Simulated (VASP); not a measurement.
An input for Quantum ESPRESSO's pw.x (written as the equivalent of a VASP run, and not itself run):

```
&CONTROL
  calculation = 'scf'
  pseudo_dir = './pseudo'
  outdir = './out'
  tprnfor = .true.
  tstress = .true.
/
&SYSTEM
  ibrav = 0
  nat = 4
  ntyp = 2
  ecutwfc = 74
  occupations = 'smearing'
  smearing = 'gaussian'
  degauss = 0.003675
  input_dft = 'pbe'
/
&ELECTRONS
  conv_thr = 7.3e-08
  electron_maxstep = 100
/
ATOMIC_SPECIES
  Li 6.940 Li.upf
  Al 26.982 Al.upf
CELL_PARAMETERS angstrom
     3.9958400    0.0000000    0.0000000
     0.0000000    3.9958400    0.0000000
     0.0000000    0.0000000    3.9958400
ATOMIC_POSITIONS crystal
  Li   0.0000000  0.0000000  0.0000000
  Al   0.5000000  0.5000000  0.0000000
  Al   0.0000000  0.5000000  0.5000000
  Al   0.5000000  0.0000000  0.5000000
K_POINTS automatic
  1 1 1 0 0 0
```

### Question
Translate this input to VASP (INCAR, KPOINTS, POSCAR, choice of POTCAR).

### Answer
One answer among several that fit: 
POSCAR:
```
LiAl3
3.995840
  1.0000000000   0.0000000000   0.0000000000
  0.0000000000   1.0000000000   0.0000000000
  0.0000000000   0.0000000000   1.0000000000
Li Al
1 3
Cart
  0.0000000000   0.0000000000   0.0000000000
  0.5000000000   0.5000000000   0.0000000000
  0.0000000000   0.5000000000   0.5000000000
  0.5000000000   0.0000000000   0.5000000000
```

INCAR:
```
SYSTEM = LiAl3
PREC = Accurate
ENCUT = 520
EDIFF = 1E-6
NELM = 100
ALGO = Normal
LREAL = .FALSE.
LASPH = .TRUE.
ISMEAR = 0
SIGMA = 0.05
GGA = PE
LWAVE = .FALSE.
LCHARG = .FALSE.
ISIF = 2
```

File KPOINTS:
```
Automatic mesh
0
Gamma
1 1 1
0 0 0
```

POTCAR, in this order: Li_sv Al (PBE.64 set). Program: vasp_std.

Limits of the translation: the potentials are each code's own (VASP's PAW set, PseudoDojo norm-conserving files in pw.x), so ENCUT and ecutwfc are chosen apart and not converted; conv_thr bounds pw.x's estimated SCF error, while EDIFF bounds the energy change between steps.

The structure comes from a computed database's LiAl3 entry (Pm-3m); how it stands against other phases isn't given here. The cell was not relaxed at this level. The k-mesh is coarse (spacing up to 1.57 per Å, 2π included), so the numbers may not be converged in it.
